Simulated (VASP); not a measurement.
# GW on BAs

How does the gap of BAs change from the starting functional to GW? The cell is of the zinc-blende type, one of the forms listed for this formula. The start is a cell from a database of measured crystal structures.

Method: PBE, spin-orbit coupling; plane waves and PAW (B_GW, As_GW), in the first sound run; inputs show where later runs differ, in VASP 6.6.1.

### Step 1. Set-up

The structure is cubic, space group F-43m (No. 216). Conventional cell: a = 4.777 Å, b = 4.777 Å, c = 4.777 Å, α = 90.00°, β = 90.00°, γ = 90.00°. B has 4 As at 2.07 Å nearest. Nearest to As lie 4 B at 2.07 Å. Farther neighbours are not listed.

### Step 2. Ground state

Many-body steps start from the orbitals of a self-consistent run, here PBE. A small SIGMA keeps every occupation at zero or full.

INCAR reads:

```
SYSTEM = BAs
PREC = Accurate
ENCUT = 340
EDIFF = 1E-08
NELM = 100
ISMEAR = 0
SIGMA = 0.01
LREAL = .FALSE.
ALGO = Normal
GGA = PE
LNONCOLLINEAR = .TRUE.
MAGMOM = 0 0 0 0 0 0
NBANDS = 20
GGA_COMPAT = .FALSE.
LASPH = .TRUE.
LSORBIT = .TRUE.
LORBIT = 11
LWAVE = .TRUE.
LCHARG = .FALSE.
KPAR = 8
```

POSCAR reads:

```
BAs
1.0
    0.0000000000      2.3885000000      2.3885000000
    2.3885000000      0.0000000000      2.3885000000
    2.3885000000      2.3885000000      0.0000000000
B As
1 1
Direct
    0.0000000000      0.0000000000      0.0000000000
    0.2500000000      0.2500000000      0.2500000000
```

KPOINTS reads:

```
Automatic mesh
0
Gamma
6 6 6
0 0 0
```

The projector-augmented-wave data sets are B_GW and As_GW (PBE family, release 64).

Launch:

```sh
> mpirun -np 8 vasp_ncl
```

Log:

```text
[banner, memory and clock lines left out]
running    8 mpi-ranks, on    1 nodes
 distrk:  each k-point on    1 cores,    8 groups
 distr:  one band on    1 cores,    1 groups

 POSCAR found type information on POSCAR B As
 POSCAR found :  2 types and       2 ions
|                                                                             |
|           W    W    AA    RRRRR   N    N  II  N    N   GGGG   !!!           |
|           W    W   A  A   R    R  NN   N  II  NN   N  G    G  !!!           |
|           W    W  A    A  R    R  N N  N  II  N N  N  G       !!!           |
|           W WW W  AAAAAA  RRRRR   N  N N  II  N  N N  G  GGG   !            |
|           WW  WW  A    A  R   R   N   NN  II  N   NN  G    G                |
|           W    W  A    A  R    R  N    N  II  N    N   GGGG   !!!           |
|                                                                             |
|     For optimal performance we recommend to set                             |
|       NCORE = 2 up to number-of-cores-per-socket                            |
|     NCORE specifies how many cores store one orbital (NPAR=cpu/NCORE).      |
|     This setting can greatly improve the performance of VASP for DFT.       |
|     The default, NCORE=1 might be grossly inefficient on modern             |
|     multi-core architectures or massively parallel machines. Do your        |
|     Unfortunately you need to use the default for GW and RPA                |
|     calculations (for HF NCORE is supported but not extensively tested      |
|     yet).                                                                   |
|                                                                             |

 LDA part: xc-table for (Slater+PW92), standard interpolation
 POSCAR, INCAR and KPOINTS ok, starting setup
 FFT: planning ... GRIDC
 FFT: planning ... GRID_SOFT
 FFT: planning ... GRID
 WAVECAR not read
 entering main loop
       N       E                     dE             d eps       ncg     rms          rms(c)
DAV:   1     0.134692727677E+02    0.13469E+02   -0.25959E+03   880   0.545E+02
DAV:   2    -0.107364000837E+02   -0.24206E+02   -0.22252E+02  1248   0.128E+02
DAV:   3    -0.120239835060E+02   -0.12876E+01   -0.12716E+01  1092   0.270E+01
DAV:   4    -0.120607120253E+02   -0.36729E-01   -0.36713E-01  1256   0.485E+00
DAV:   5    -0.120609773112E+02   -0.26529E-03   -0.26527E-03  1132   0.321E-01    0.402E+00
DAV:   6    -0.114581044158E+02    0.60287E+00   -0.43451E-01  1176   0.692E+00    0.169E+00
DAV:   7    -0.114040278197E+02    0.54077E-01   -0.15705E-01  1160   0.286E+00    0.756E-01
DAV:   8    -0.113966327089E+02    0.73951E-02   -0.17887E-02  1064   0.109E+00    0.129E-01
DAV:   9    -0.113962545251E+02    0.37818E-03   -0.10491E-03  1048   0.311E-01    0.511E-02
DAV:  10    -0.113964254248E+02   -0.17090E-03   -0.27214E-04  1024   0.110E-01    0.399E-02
DAV:  11    -0.113964462845E+02   -0.20860E-04   -0.22192E-05  1064   0.459E-02    0.102E-02
DAV:  12    -0.113964466387E+02   -0.35417E-06   -0.57267E-06  1164   0.198E-02    0.234E-03
DAV:  13    -0.113964468873E+02   -0.24862E-06   -0.11569E-06  1004   0.776E-03    0.456E-04
DAV:  14    -0.113964469975E+02   -0.11017E-06   -0.41546E-08  1372   0.162E-03    0.398E-04
DAV:  15    -0.113964471164E+02   -0.11889E-06   -0.27951E-09   660   0.509E-04    0.179E-04
DAV:  16    -0.113964471304E+02   -0.13976E-07   -0.36159E-09   688   0.475E-04    0.248E-05
DAV:  17    -0.113964471203E+02    0.10059E-07   -0.45570E-10   608   0.262E-04    0.110E-05
DAV:  18    -0.113964471177E+02    0.26279E-08   -0.70571E-11   620   0.996E-05
   1 F= -.11396447E+02 E0= -.11396447E+02  d E =-.306828E-92  mag=     0.0000    -0.0000    -0.0000
 writing wavefunctions
```

It took 4.2 s on 8 MPI ranks of Intel Xeon 6975P-C (Granite Rapids), shared host; peak memory 1.5 GiB; 30 s of CPU time.

The logs omit lines about the potential files and the build; timing stands in the text.

From OUTCAR (step 2):

```text
ion  position               nearest neighbor table
   1  0.000  0.000  0.000-   2 2.07   2 2.07   2 2.07   2 2.07
   2  0.250  0.250  0.250-   1 2.07   1 2.07   1 2.07   1 2.07

  LATTYP: Found a face centered cubic cell.
 ALAT       =     4.7770000000

 Subroutine GETGRP returns: Found 24 space group operations
 (whereof 24 operations were pure point group operations)

The static configuration has the point symmetry T_d .

 Found     22 irreducible k-points:

   k-points           NKPTS =     22   k-points in BZ     NKDIM =     22   number of bands    NBANDS=     20

   dimension x,y,z NGX =    20 NGY =   20 NGZ =   20
   dimension x,y,z NGXF=    40 NGYF=   40 NGZF=   40

   ENCUT  =  340.0 eV  24.99 Ry    5.00 a.u.   5.08  5.08  5.08*2*pi/ulx,y,z

   NELECT =       8.0000    total number of electrons

 k-points in reciprocal lattice and weights: Automatic mesh
   0.00000000  0.00000000  0.00000000       0.005
   0.16666667  0.00000000  0.00000000       0.019
  -0.16666667  0.00000000  0.00000000       0.019
   0.33333333  0.00000000  0.00000000       0.019
  -0.33333333  0.00000000  0.00000000       0.019
   0.50000000  0.00000000  0.00000000       0.019
   0.16666667  0.16666667  0.00000000       0.028
   0.33333333  0.16666667  0.00000000       0.056
  -0.33333333 -0.16666667  0.00000000       0.056
[...]
-0.33333333  0.33333333  0.16666667       0.111
  -0.33333333  0.50000000  0.16666667       0.056

 average (electrostatic) potential at core
       1 -26.7447       2 -48.7317

 E-fermi :   6.3785

 k-point     1 :       0.0000    0.0000    0.0000
  band No.  band energies     occupation
    ...
      4       6.0309      1.00000
      5       6.2359      1.00000
      6       6.2359      1.00000
      7       6.2359      1.00000
      8       6.2359      1.00000
      9       9.3027      0.00000
     10       9.3027      0.00000
     11       9.5179      0.00000
     12       9.5179      0.00000
     13       9.5179      0.00000
    ...

 k-point     2 :       0.1667    0.0000    0.0000
  band No.  band energies     occupation
    ...
      4       3.2064      1.00000
      5       5.4211      1.00000
      6       5.4211      1.00000
      7       5.5549      1.00000
      8       5.5569      1.00000
      9       9.4575      0.00000
     10       9.4575      0.00000
     11      10.2632      0.00000
     12      10.2632      0.00000
     13      10.3986      0.00000
    ...

 k-point     3 :      -0.1667    0.0000    0.0000
  band No.  band energies     occupation
    ...
      4       3.2064      1.00000
      5       5.4211      1.00000
      6       5.4211      1.00000
      7       5.5549      1.00000
      8       5.5569      1.00000
      9       9.4575      0.00000
     10       9.4575      0.00000
     11      10.2632      0.00000
     12      10.2632      0.00000
     13      10.3986      0.00000
    ...

  Total        0.4905001      0.4905001      0.4905001      0.0000000      0.0000000      0.0000000
  in kB       28.8365905     28.8365905     28.8365905      0.0000000      0.0000000      0.0000000
  external PRESSURE =      28.8365905 kB  Pullay stress =       0.0000000 kB

  energy-cutoff  :      340.00
  volume of cell :       27.25
      direct lattice vectors                 reciprocal lattice vectors
     0.000000000  2.388500000  2.388500000    -0.209336404  0.209336404  0.209336404
     2.388500000  0.000000000  2.388500000     0.209336404 -0.209336404  0.209336404
     2.388500000  2.388500000  0.000000000     0.209336404  0.209336404 -0.209336404

 POSITION                                       TOTAL-FORCE (eV/Angst)
 -----------------------------------------------------------------------------------
      0.00000      0.00000      0.00000        -0.000000     -0.000000     -0.000000
      1.19425      1.19425      1.19425         0.000000      0.000000      0.000000
 -----------------------------------------------------------------------------------
    total drift:                                0.000001      0.000001      0.000001

  FREE ENERGIE OF THE ION-ELECTRON SYSTEM (eV)
  ---------------------------------------------------
  free  energy   TOTEN  =       -11.3964471177 eV

  energy  without entropy=      -11.3964471177  energy(sigma->0) =      -11.39644712

 Spin-Orbit-Coupling matrix elements
 Ion:    1  E_soc:     -0.0000084
 Ion:    2  E_soc:     -0.0244911

 total charge
# of ion       s       p       d       tot
------------------------------------------
    1        0.635   1.124   0.000   1.760
    2        1.150   1.628   0.088   2.866
--------------------------------------------------
tot          1.785   2.752   0.088   4.626

 magnetization (x)
# of ion       s       p       d       tot
------------------------------------------
    1       -0.000   0.000   0.000  -0.000
    2       -0.000   0.000   0.000   0.000
--------------------------------------------------
tot         -0.000   0.000   0.000   0.000

 magnetization (y)
# of ion       s       p       d       tot
------------------------------------------
    1        0.000   0.000   0.000   0.000
    2       -0.000  -0.000  -0.000  -0.000
--------------------------------------------------
tot          0.000  -0.000  -0.000   0.000

 magnetization (z)
# of ion       s       p       d       tot
------------------------------------------
    1       -0.000   0.000   0.000  -0.000
    2       -0.000  -0.000   0.000  -0.000
--------------------------------------------------
tot         -0.000  -0.000   0.000  -0.000

[... 3 further parts left out ...]
```

The gap is read on the k-mesh alone, so it is an upper bound where the band edges lie off the mesh. LASPH is switched on together with spin-orbit coupling, so the change from the scalar run holds both.

A gap read on the k-mesh alone can miss the band edges.

This step gave:

- free energy (TOTEN): -11.40 eV
- Fermi energy: 6.378 eV
- pressure: 2.884 GPa
- gap on the k-mesh: 1.205 eV
- least direct gap on the k-mesh: 3.067 eV

The spin moment in the PAW sphere vanishes on all atoms.

On-site spin-orbit energy by atom:

```
atom  on-site spin-orbit energy (eV)
  B1                          0.0000
 As2                         -0.0245
```

The cell has a gap of 1.20 eV on this mesh and a pressure of +2.9 GPa, which holds the misfit of the given cell and coordinates with this functional, and any error of cutoff, mesh and data sets.

### Step 3. Empty bands, SOC yes, program vasp ncl

The next step needs empty bands that the ground-state run didn't converge, so the Hamiltonian is diagonalised exactly for NBANDS bands, in a single step. LOPTICS writes the k-derivatives of the orbitals (WAVEDER), which give the long-wavelength limit of the screening.

INCAR reads:

```
SYSTEM = BAs
PREC = Accurate
ENCUT = 340
ISMEAR = 0
SIGMA = 0.01
LREAL = .FALSE.
GGA = PE
LNONCOLLINEAR = .TRUE.
MAGMOM = 0 0 0 0 0 0
NBANDS = 168
GGA_COMPAT = .FALSE.
LASPH = .TRUE.
LSORBIT = .TRUE.
ALGO = Exact
NELM = 1
LWAVE = .TRUE.
LCHARG = .FALSE.
LOPTICS = .TRUE.
NEDOS = 1000
CSHIFT = 0.1
```

POSCAR is that of step 2.

KPOINTS is that of step 2.

Launch:

```sh
> mpirun -np 8 vasp_ncl
```

Log:

```text
[banner, memory and clock lines left out]
running    8 mpi-ranks, on    1 nodes
 distrk:  each k-point on    8 cores,    1 groups
 distr:  one band on    1 cores,    8 groups

 POSCAR found type information on POSCAR B As
 POSCAR found :  2 types and       2 ions
 [... a notice as in an earlier step ...]

 LDA part: xc-table for (Slater+PW92), standard interpolation
 found WAVECAR, reading the header
  number of bands has changed, file:    20 present:   168
  trying to continue reading WAVECAR, but it might fail
 POSCAR, INCAR and KPOINTS ok, starting setup
 FFT: planning ... GRIDC
 FFT: planning ... GRID_SOFT
 FFT: planning ... GRID
 reading WAVECAR
 random initialization beyond band           20
 the WAVECAR file was read successfully
 initial charge from wavefunction
 entering main loop
       N       E                     dE             d eps       ncg     rms          rms(c)
DIA:   1    -0.113964471151E+02   -0.11396E+02    0.00000E+00     0   0.000E+00
   1 F= -.11396447E+02 E0= -.11396447E+02  d E =-.259631E-77  mag=     0.0000    -0.0000    -0.0000
 writing wavefunctions
 optical routines
 imaginary and real dielectric function
 recalculating local potential from charge density
 direction            1
 direction            2
 direction            3
```

Wall time 4.4 s (8 MPI ranks); peak memory 1.2 GiB.

OUTCAR, selected parts (step 3):

```text
The static configuration has the point symmetry T_d .

 Found     22 irreducible k-points:

   k-points           NKPTS =     22   k-points in BZ     NKDIM =     22   number of bands    NBANDS=    168

   NELECT =       8.0000    total number of electrons

 E-fermi :   6.3659

  Total        0.4905132      0.4905132      0.4905132      0.0000000     -0.0000000      0.0000000
  in kB       28.8373652     28.8373652     28.8373652      0.0000000     -0.0000000      0.0000000
  external PRESSURE =      28.8373652 kB  Pullay stress =       0.0000000 kB

  FREE ENERGIE OF THE ION-ELECTRON SYSTEM (eV)
  ---------------------------------------------------
  free  energy   TOTEN  =       -11.3964471151 eV

  energy  without entropy=      -11.3964471151  energy(sigma->0) =      -11.39644712

 plasma frequency squared (from intraband transitions) (eV^2)
  --------------------------------------------------------------------------------------
       0.000       0.000       0.000
       0.000       0.000       0.000
       0.000       0.000       0.000

[... 16 parts as in an earlier step ...]
```

WAVECAR now holds 168 bands for 8 electrons. Its independent-particle dielectric tensor has xx, yy, zz = 11.6, 11.6, 11.6 on this mesh, which isn't tested for convergence in mesh or bands and lacks local fields.

[end of part 1 of 3]

[Lines on the potential files, build, host, timing and source positions are cut from VASP's logs without a mark.]

[Logs are printed without paths, hosts, clocks, repeated set-up lines and the standing remarks that a program may print on its own settings, such as how far it seeks lower states.]

[Hosts, paths, dates, database ids (printed as entryN), source tags and the programs' standing remarks are cut or masked in the printed files.]

[Pressures printed for these runs are not shown converged in the cutoff: they can be off by several GPa and have the wrong sign.]
